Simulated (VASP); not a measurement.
These are r2SCAN+rVV10, VASP's PBE PAW potentials (set 64) (plane waves; VASP) values and carry that method's errors. For the first row: Settings: 520 eV cut-off, 9×9×9 Γ-centred mesh, first-order Methfessel-Paxton smearing of 0.10 eV, potentials Al Pt.

```csv
system,energy (eV/atom)
PtAl₂ (fluorite),-22.5171
Al (fcc),-6.6778
Pt (fcc),-51.3452
```

The references are the elements' solids at the same level; no temperature or zero-point terms are added.  Spin-orbit coupling is left out, which shifts such energies by up to tenths of an eV for the heavy elements here.

What is the formation energy per atom of PtAl2?

The references average (2×(-6.6778) + 1×(-51.3452))/3 = -21.5669 eV, so the formation energy is -22.5171 − (-21.5669) = -0.950 eV/atom.
